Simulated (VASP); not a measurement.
A convergence study with VASP on HgTe (zinc blende): one setting is varied, all else stays as given below, so the limit is that of these other settings.

```
CELL_PARAMETERS angstrom
      0.00000     3.23000     3.23000
      3.23000     0.00000     3.23000
      3.23000     3.23000     0.00000
ATOMIC_POSITIONS crystal
  Hg 0.00000 0.00000 0.00000
  Te 0.25000 0.25000 0.25000
```

These are PBE GGA, VASP's PBE PAW potentials (set 64) (plane waves; VASP) values and carry that method's errors. The tightest run used: 550 eV cut-off, 12×12×12 Monkhorst-Pack mesh, Gaussian smearing of 0.050 eV, potentials Hg Te.

```json
[
 {"setting": "1×1×1 mesh", "E (eV/atom)": "4.2088", "pressure (GPa)": "55.11", "irreducible k-points": "1"},
 {"setting": "2×2×2 mesh", "E (eV/atom)": "-1.7418", "pressure (GPa)": "4.20", "irreducible k-points": "2"},
 {"setting": "3×3×3 mesh", "E (eV/atom)": "-1.6301", "pressure (GPa)": "5.24", "irreducible k-points": "4"}
]
```

### Question
These are the cheaper rows. Estimate the results at 12×12×12 mesh, and how far the last row shown lies from them.

### Answer

| quantity | tightest run | last row shown is off by |
|---|---|---|
| E (eV/atom) | -1.7914 | 0.1612 |
| pressure (GPa) | 3.82 | 1.42 |

Left out are rungs that failed or repeat a setting and relaxations that didn't move; long series are thinned to 24 rows.

The compound is HgTe in the zinc blende structure. The cell was not relaxed at this level.
